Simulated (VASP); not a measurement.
Here is the system:

```xyz
1
Lattice="0.0000 2.0773 2.0773 2.0773 0.0000 2.0773 2.0773 2.0773 0.0000" Properties=species:S:1:pos:R:3 pbc="T T T"
Au     0.0000     0.0000     0.0000
```

All values below come from PBE GGA, VASP's PBE PAW potentials (set 64) (plane waves; VASP). Settings: 480 eV cut-off, 14×14×14 Γ-centred mesh, first-order Methfessel-Paxton smearing of 0.10 eV, potentials Au.

Task: The ions, cell shape and volume at an external pressure of 2.0 GPa are relaxed. What does this cell relax into?

Result: 
```xyz
1
Lattice="0.0000 2.0678 2.0678 2.0678 0.0000 2.0678 2.0678 2.0678 0.0000" Properties=species:S:1:pos:R:3 pbc="T T T"
Au     0.0000     0.0000     0.0000
```
Space group Fm-3m (225), at a tolerance of 0.03 Å.

Task: How do energy and volume change from the first to the last step?

Result: The energy (σ→0) changes by +1.5 meV/atom and the volume by -1.4 %, in 3 ionic steps.

The compound is Au in the fcc structure. This run relaxes it under an external pressure of 2 GPa. Symmetry was kept, so distortions that lower it aren't found.
